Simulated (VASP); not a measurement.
Input:

```
WTe2
1.0
    2.06294     1.19104     6.25426
   -2.06294     1.19104     6.25426
    0.00000    -2.38208     6.25426
W Te
1 2
Cartesian
  0.00000   0.00000   0.00000
  0.00000   0.00000   4.72822
  0.00000   0.00000  14.03455
```

Calculation: PBE GGA, VASP's PBE PAW potentials (set 64) (plane waves; VASP 6.6.1). Settings: 300 eV cut-off, 5×5×5 Γ-centred mesh, Gaussian smearing of 0.10 eV, potentials W_sv Te.

Q: Give the energies of bands 7 to 16 at the high-symmetry points, in eV from the Fermi level.

A: 
```json
[
 {"band": "7", "Γ": "-5.15", "T": "-3.64", "H2": "-4.93", "L": "-5.14", "S0": "-4.91", "F": "-5.56"},
 {"band": "8", "Γ": "-3.40", "T": "-3.34", "H2": "-4.21", "L": "-3.52", "S0": "-4.09", "F": "-4.10"},
 {"band": "9", "Γ": "-3.40", "T": "-3.34", "H2": "-3.71", "L": "-3.33", "S0": "-3.89", "F": "-2.92"},
 {"band": "10", "Γ": "-0.62", "T": "-1.97", "H2": "-3.06", "L": "-3.12", "S0": "-2.98", "F": "-2.29"},
 {"band": "11", "Γ": "-0.62", "T": "-0.61", "H2": "-2.28", "L": "-2.11", "S0": "-2.37", "F": "-2.01"},
 {"band": "12", "Γ": "-0.07", "T": "-0.61", "H2": "-1.70", "L": "-1.63", "S0": "-1.77", "F": "-1.28"},
 {"band": "13", "Γ": "-0.07", "T": "-0.37", "H2": "-0.30", "L": "-0.49", "S0": "-0.29", "F": "-0.76"},
 {"band": "14", "Γ": "0.20", "T": "-0.37", "H2": "0.47", "L": "0.06", "S0": "0.52", "F": "0.07"},
 {"band": "15", "Γ": "0.52", "T": "0.21", "H2": "0.54", "L": "0.15", "S0": "0.54", "F": "0.10"},
 {"band": "16", "Γ": "3.25", "T": "3.53", "H2": "2.26", "L": "2.88", "S0": "2.19", "F": "2.89"}
]
```

It has no gap at this level: it comes out as a metal or semimetal.

The structure was generated: Te2W was put into an ordered model structure, which need not be its known phase. The cell was not relaxed at this level. The k-mesh is coarse (spacing up to 0.36 per Å, 2π included), so the numbers may not be converged in it.
